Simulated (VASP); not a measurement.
Crystal: RbGe2.

```xyz
3
Lattice="2.8715 1.6579 3.1976 -2.8715 1.6579 3.1976 0.0000 -3.3158 3.1976" Properties=species:S:1:pos:R:3 pbc="T T T"
Rb    0.0000    0.0000    4.7964
Ge    0.0000    0.0000    8.3164
Ge    0.0000    0.0000    1.2764
```

The cell was built by a generator and needn't be a form met in nature.

The cell isn't the ideal one: random cell by space group and Wyckoff sites (R-3m, No. 166).

* Program: VASP 6.6.1
* Task: relaxation of cell and atoms
* Functional: PBE
* Potentials or basis: VASP PAW PBE potentials, release 64 (Rb_sv, Ge_d)
* Cutoff: 600 eV
* k mesh: 6 × 6 × 6
* Occupations: gaussian, width 0.1 eV
* Spin: no spin polarisation

At the start: pressure -0.4 GPa; volume 30.45 Å³/atom.

**Question.** How do energy, volume and symmetry change on relaxing?

**Answer.** Over 5 steps the energy falls by 3.1 meV/atom and the volume is 30.25 Å³/atom (-0.6 %); space group R-3m (No. 166, to 0.05 Å).

The path:
| step | energy change (eV) | largest force (eV/Å) | pressure (GPa) | volume (Å³) |
| --- | --- | --- | --- | --- |
| 1 | 0.0000 | 0.2845 | -0.39 | 91.34 |
| 2 | -0.0087 | 0.0532 | 0.06 | 90.37 |
| 3 | -0.0087 | 0.0179 | 0.27 | 90.24 |
| 4 | -0.0087 | 0.0337 | 0.20 | 90.29 |
| 5 | -0.0094 | 0.0234 | 0.17 | 90.75 |

Final structure:
```
Rb Ge
1.0
     2.87842    1.66186    3.16193
    -2.87842    1.66186    3.16193
     0.00000   -3.32371    3.16193
Rb Ge
1 2
Direct
  0.50000 0.50000 0.50000
  0.86874 0.86874 0.86874
  0.13126 0.13126 0.13126
```
